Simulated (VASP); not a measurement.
Input of a VASP 6.6.1 run:

The input INCAR:

```
SYSTEM = In3SbO4
ALGO = Normal ; EDIFF = 1E-7
EDIFFG = -0.005 ; ENCUT = 520
GGA = PE ; IBRION = 2
ISIF = 3 ; ISMEAR = 0
KPAR = 4 ; LASPH = .True.
LCHARG = .False. ; LREAL = .False.
LWAVE = .False. ; NELM = 120
NSW = 60 ; POTIM = 0.3
PREC = Accurate ; SIGMA = 0.1
```

Contents of KPOINTS:

```
k-points
0
Gamma
  6 6 6
  0 0 0
```

Contents of POSCAR:

```
In3SbO4                                 
1.0
    3.8368324489      2.2151950335      2.7206658052
   -3.8368313930      2.2151968624      2.7206658052
   -0.0000010560     -4.4303918856      2.7206658051
  In              Sb              O             
     3     1     4
Direct
     0.7769799396539874    0.7767277009073194    0.2414541247834068
     0.2414541247834575    0.7769799396541008    0.7767277009073378
     0.7767277009073028    0.2414541247833277    0.7769799396540888
     0.2525831474486775    0.2525831474486775    0.2525831474486506
     0.8129026740879639    0.8129026740879639    0.8129026740880133
     0.1561554142726005    0.3790472330325490    0.6041791458133776
     0.6041791458133909    0.1561554142725808    0.3790472330325322
     0.3790472330326204    0.6041791458134819    0.1561554142725938
```

Potentials or basis: VASP PAW PBE potentials, release 64 (In_d, Sb, O).

The run is started by

```sh
$ cat potpaw_PBE.64/In_d/POTCAR potpaw_PBE.64/Sb/POTCAR potpaw_PBE.64/O/POTCAR > POTCAR
$ mpirun -np 4 vasp_std > vasp.out
```

(1) Estimate the band gap on the k mesh.

(2) What does it give for the relaxed cell?

(3) What does it give for the space group after relaxing (to 0.05 Å)?

(4) Predict the relaxed volume.

Answers

(1) none (metal or under the smearing width).

(2) a = 5.199 Å, b = 5.199 Å, c = 5.199 Å, α = 95.06°, β = 95.06°, γ = 95.06°.

(3) R3 (No. 146).

(4) 17.35 Å³/atom.
